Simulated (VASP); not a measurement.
Runs of VASP 6.6.1 on NaF. It takes space group Fm-3m (No. 225, cubic). Conventional cell: a = 4.640 Å, b = 4.640 Å, c = 4.640 Å, α = 90.00°, β = 90.00°, γ = 90.00°. Na (site symmetry m-3m) has 6 F at 2.32 Å as nearest neighbours. F (site symmetry m-3m) is surrounded by 6 Na at 2.32 Å. 

```tsv
level	potentials or basis	k mesh	cutoff (eV)	mesh quality	gap on the mesh (eV)	pressure (GPa)	relaxed volume (Å³/atom)
RPBE	VASP PAW PBE potentials, release 64 (Na_pv, F)	8 × 8 × 8	600	not flagged	6.04	0.0	13.92
PBEsol	VASP PAW PBE potentials, release 64 (Na_pv, F)	8 × 8 × 8	600	not flagged	6.19	0.0	12.36
PBE+D3(BJ)	VASP PAW PBE potentials, release 64 (Na_pv, F)	8 × 8 × 8	600	not flagged	(a)	0.0	(b)
PBEsol	VASP PAW PBE potentials, release 64 (Na, F)	8 × 8 × 8	580	not flagged	6.46	-0.1	(c)
PBEsol	VASP PAW PBE potentials, release 64 (Na_pv, F)	4 × 4 × 4	600	coarse	6.19	0.0	12.37
```

Alike in all rows: task relaxation of cell and atoms; no spin polarisation; cell relaxed; smearing gaussian 0.02 eV.

Task: Fill in the values left out.

Result: (a) 6.36; (b) 12.32; (c) 11.75.

Caveats: some runs use coarse meshes; the PAW data sets were made with another functional, which shifts forces and pressure a little (some runs); the volume moved by +11 % from the deposited cell, more than functionals usually miss (some runs).

A k mesh can miss the band edges.

Not every run made on this cell is shown here.
